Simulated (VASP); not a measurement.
# GeW₃ (relaxed from the D03 structure, space group Fm-3m): computed properties

Calculation: r2SCAN meta-GGA, VASP's PBE PAW potentials (set 64) (plane waves; VASP).

```yaml
space_group: Fm-3m (225)
cell: a = b = c = 6.286 Å, α = β = γ = 90.00°
volume_per_atom: 15.53 Å³/atom
band gap (over mesh and band path): none (metal, semimetal or under 0.01 eV)
density: 16.69 g/cm³
```

```cif
data_Ge4W12
_chemical_formula_sum 'Ge4 W12'
_space_group_name_H-M_alt 'Fm-3m'
_space_group_IT_number 225
_space_group_name_Hall '-F 4 2 3'
_cell_length_a 6.28631
_cell_length_b 6.28631
_cell_length_c 6.28631
_cell_angle_alpha 90.000
_cell_angle_beta 90.000
_cell_angle_gamma 90.000
loop_
_atom_site_label
_atom_site_type_symbol
_atom_site_symmetry_multiplicity
_atom_site_Wyckoff_symbol
_atom_site_fract_x
_atom_site_fract_y
_atom_site_fract_z
_atom_site_occupancy
Ge1 Ge 4 a 0.00000 0.00000 0.00000 1
W1 W 4 b 0.50000 0.50000 0.50000 1
W2 W 8 c 0.25000 0.25000 0.25000 1
```
(The calculation used a cell of 4 atoms; values per cell refer to that cell.)

Unless said otherwise, spin-orbit coupling is left out, though it shifts the bands of the heavy elements here.

The structure was generated: GeW3 was put into the D03 type (Fm-3m), which need not be its known phase. It was relaxed first, which changed the volume by -22 %. Symmetry was kept, so distortions that lower it aren't found.
